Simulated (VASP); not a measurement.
Crystal: Ga4P3N.

```
CELL_PARAMETERS angstrom
-2.60773 2.60773 0.00000
-2.60773 -5.21547 2.60773
2.60773 2.60773 5.21547
ATOMIC_POSITIONS crystal
Ga 0.00000 0.00000 0.00000
Ga 0.75000 0.50000 0.25000
Ga 0.50000 0.00000 0.50000
Ga 0.25000 0.50000 0.75000
N 0.56250 0.12500 0.18750
P 0.31250 0.62500 0.43750
P 0.06250 0.12500 0.68750
P 0.81250 0.62500 0.93750
```

The cell comes from a database or a generator and needn't be the stable form of this composition.

| Quantity | Value |
| --- | --- |
| Program | VASP 6.6.1 |
| Task | relaxation of cell and atoms |
| Functional | r2SCAN |
| Potentials or basis | VASP PAW PBE potentials, release 64 (Ga_d, N, P) |
| Cutoff | 600 eV |
| k mesh | 7 × 7 × 4 |
| Occupations | gaussian, width 0.02 eV |
| Spin | no spin polarisation |

At the start: pressure 3.3 GPa; volume 17.73 Å³/atom.

Q: Where does the relaxation end?

A: Over 16 steps the energy falls by 164.6 meV/atom and the volume is 17.76 Å³/atom (+0.1 %); space group Cm (No. 8, to 0.05 Å).

The path:
```csv
step,energy change (eV),largest force (eV/Å),pressure (GPa),volume (Å³)
1,0.0000,3.3807,3.31,141.87
2,-0.9076,1.3615,-3.92,149.53
3,-0.9594,0.8875,-5.41,151.78
4,-1.2369,0.7476,1.41,140.61
5,-1.2541,0.7514,-0.11,142.62
6,-1.3012,0.2502,0.22,141.88
7,-1.3031,0.2355,0.34,141.71
8,-1.3098,0.1696,-0.23,142.42
9,-1.3100,0.1758,-0.38,142.62
10,-1.3152,0.1217,-0.10,142.23
11,-1.3162,0.1042,0.05,142.01
12,-1.3162,0.1024,0.10,141.96
13,-1.3170,0.0349,-0.05,142.16
14,-1.3170,0.0309,-0.03,142.15
15,-1.3170,0.0329,-0.05,142.15
16,-1.3171,0.0159,0.03,142.06
```

Final structure:
```cif
data_structure
_symmetry_space_group_name_H-M 'P 1'
_symmetry_Int_Tables_number 1
_cell_length_a 3.6974
_cell_length_b 6.3827
_cell_length_c 6.3946
_cell_angle_alpha 99.958
_cell_angle_beta 90.000
_cell_angle_gamma 106.836
_cell_volume 142.06
loop_
_atom_site_label
_atom_site_type_symbol
_atom_site_fract_x
_atom_site_fract_y
_atom_site_fract_z
_atom_site_occupancy
Ga1 Ga 0.01067 0.02134 0.03583 1
Ga2 Ga 0.72565 0.45129 0.24418 1
Ga3 Ga 0.50538 0.01076 0.46592 1
Ga4 Ga 0.25790 0.51579 0.75038 1
N1 N 0.56140 0.12281 0.18932 1
P1 P 0.30872 0.61744 0.42363 1
P2 P 0.06400 0.12800 0.68734 1
P3 P 0.81629 0.63257 0.95340 1
```

Caveat: the PAW data sets were made with another functional, which shifts forces and pressure a little.
